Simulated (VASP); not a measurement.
# TiW: equation of state with PBEsol

The system is TiW.

```
CELL_PARAMETERS angstrom
1.59373 -2.25463 0.00000
1.59373 2.25463 0.00000
0.00000 0.00000 4.46812
ATOMIC_POSITIONS crystal
W 0.50000 0.50000 0.50000
Ti 0.00000 0.00000 0.00000
```

The cell comes from a database or a generator and needn't be the stable form of this composition.

```
Program             : VASP 6.6.1
Task                : equation of state
Functional          : PBEsol
Potentials or basis : VASP PAW PBE potentials, release 64 (W_sv, Ti_sv)
Cutoff              : 520 eV
k mesh              : 10 × 10 × 6
Occupations         : fermi-dirac, width 0.05 eV
Spin                : no spin polarisation
```

```
Equilibrium volume                        : 15.65 Å³/atom
Bulk modulus at fixed shape and positions : 210 GPa
Pressure derivative of the bulk modulus   : 3.8
```

Energy against volume, from the lowest point:
| volume (Å³/atom) | energy (meV/atom) |
| --- | --- |
| 15.092 | 13.72 |
| 15.413 | 2.22 |
| 15.734 | 0.00 |
| 16.055 | 6.19 |
| 16.376 | 20.01 |
| 16.697 | 40.74 |
| 17.018 | 67.76 |

All runs of the series together: 3.8 min on 1 thread of Intel(R) Xeon(R) 6975P-C (Granite Rapids), with other jobs on the host.

Caveat: the cell was scaled at fixed shape and fractional positions, which overstates the stiffness of a crystal with free parameters, most of all of layers and chains; the PAW data sets were made with another functional, which shifts forces and pressure a little. The run has no spin-orbit coupling, so splittings on W are missing.
